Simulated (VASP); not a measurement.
Data:

```yaml
crystal:
  lattice:
    - [1.64996, -5.37402, 0.00000]
    - [1.64996, 5.37402, 0.00000]
    - [0.00000, 0.00000, 4.44545]
  atoms:
    - { symbol: P, position: [0.09548, 0.90452, 0.91145] }
    - { symbol: P, position: [0.40452, 0.59548, 0.41145] }
    - { symbol: P, position: [0.59548, 0.40452, 0.58855] }
    - { symbol: P, position: [0.90452, 0.09548, 0.08855] }
```

Method: r2SCAN meta-GGA, VASP's PBE PAW potentials (set 64) (plane waves; VASP). Settings: 480 eV cut-off, 6×6×6 Γ-centred mesh, Gaussian smearing of 0.050 eV, potentials P.

### Question
Which forces act on the atoms, in eV/Å?

### Answer

| atom | Fx | Fy | Fz |
|---|---|---|---|
| P1 | 0.000 | -0.406 | 0.171 |
| P2 | 0.000 | 0.406 | 0.171 |
| P3 | 0.000 | -0.406 | -0.171 |
| P4 | 0.000 | 0.406 | -0.171 |

### Question
Give the stress tensor in GPa (positive for a compressed cell).

### Answer

```
1.64  0.00  0.00
0.00  3.97  0.00
0.00  0.00  3.13
```
The pressure is its mean diagonal, 2.92 GPa.

The compound is P in the black structure. This cell was strained or had an atom moved on purpose.
